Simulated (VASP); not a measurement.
Consider the following.

```
CELL_PARAMETERS angstrom
      0.00000     1.77687     1.77687
      1.77687     0.00000     1.77687
      1.77687     1.77687     0.00000
ATOMIC_POSITIONS crystal
  C  0.00000 0.00000 0.00000
  C  0.25000 0.25000 0.25000
```

All values below come from MS2 meta-GGA, VASP's PBE PAW potentials (set 64) (plane waves; VASP). Run with 520 eV cut-off, 13×13×13 Γ-centred mesh, Gaussian smearing of 0.050 eV, potentials C.

Q: Estimate the energy per atom (σ→0).

A: 
```
Item                             Value
---------------------  ---------------
energy per atom (σ→0)  -10.984 eV/atom
```

Only differences to runs with the same potentials and settings are physical.

The compound is C in the diamond structure. It was relaxed first.
